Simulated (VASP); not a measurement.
Given:

```
CELL_PARAMETERS angstrom
      0.00000     2.74000     2.74000
      2.74000     0.00000     2.74000
      2.74000     2.74000     0.00000
ATOMIC_POSITIONS crystal
  Yb 0.00000 0.00000 0.00000
```

Method: vdW-DF-cx, VASP's PBE PAW potentials (set 64) (plane waves; VASP). Run with 520 eV cut-off, 10×10×10 Γ-centred mesh, first-order Methfessel-Paxton smearing of 0.10 eV, potentials Yb_2.

The 4f electrons are frozen in the core of the lanthanide potential, so 4f levels, which can set the real gap, and their magnetism are missing. Energy and stress use the plane-wave basis of the starting cell.

**Question.** The ions, cell shape and volume are relaxed. What does this cell relax into?

**Answer.** 
```
CELL_PARAMETERS angstrom
      0.00000     2.64298     2.64298
      2.64298     0.00000     2.64298
      2.64298     2.64298     0.00000
ATOMIC_POSITIONS crystal
  Yb 0.00000 0.00000 0.00000
```
Space group Fm-3m (225), at a tolerance of 0.03 Å.

**Question.** How do energy and volume change from the first to the last step?

**Answer.** The energy (σ→0) changes by -21.9 meV/atom and the volume by -10.3 %, in 4 ionic steps.

The compound is Yb in the fcc structure. This run relaxes it. Symmetry was kept, so distortions that lower it aren't found.
